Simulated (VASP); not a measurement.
Input:

AlRu is modelled in the cubic space group Pm-3m (No. 221), the CsCl type structure, Pearson symbol cP2. Lattice parameters: a = b = c = 2.9816 Å, α = β = γ = 90.00°. Al on 1b is surrounded by 8 Ru at 2.582 Å and 6 Al at 2.982 Å. Ru on 1a sees 8 Al at 2.582 Å and 6 Ru at 2.982 Å. (Neighbours: up to the widest gap in distance over summed covalent radii, below 1.35, at either atom.)

All values below come from r2SCAN meta-GGA, VASP's PBE PAW potentials (set 64) (plane waves; VASP 6.6.1). Numerical set-up: 480 eV cut-off, 12×12×12 Γ-centred mesh, first-order Methfessel-Paxton smearing of 0.10 eV, potentials Al Ru_pv.

Each relaxation starts from this cell; other phases were not tried.

The cell is relaxed at 1 GPa. What happens?

The volume per atom goes from 13.25 to 13.20 Å³ (-0.4 %), and the cell becomes a = b = c = 2.978 Å, α = β = γ = 90.00°, space group Pm-3m.

The cell is relaxed at 15 GPa. What happens?

The volume per atom goes from 13.25 to 12.50 Å³ (-5.7 %), and the cell becomes a = b = c = 2.9242 Å, α = β = γ = 90.00°, space group Pm-3m.

Failed runs are left out, and for metals the shear rows, which the mesh's noise covers.

The compound is RuAl in the CsCl type structure. The electron count is odd and the run is not spin-polarised, which forces a metal.
